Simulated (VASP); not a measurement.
Here is the system:

```
CELL_PARAMETERS angstrom
      1.36106    -2.35742     0.00000
      1.36106     2.35742     0.00000
      0.00000     0.00000     4.28966
ATOMIC_POSITIONS crystal
  Ru 0.33333 0.66667 0.25000
  Ru 0.66667 0.33333 0.75000
```

All values below come from PBE GGA, VASP's PBE PAW potentials (set 64) (plane waves; VASP 6.6.1). Run with 520 eV cut-off, Gaussian smearing of 0.050 eV, potentials Ru_pv.

Task: What does the run give for the band gap (along the path) with the smallest direct gap where there is one?

Result: 
```json
{
 "band gap (along the path)": "none (metal, semimetal or under 0.01 eV)"
}
```

Only differences to runs with the same potentials and settings are physical.

The compound is Ru in the hcp structure. It was relaxed first.
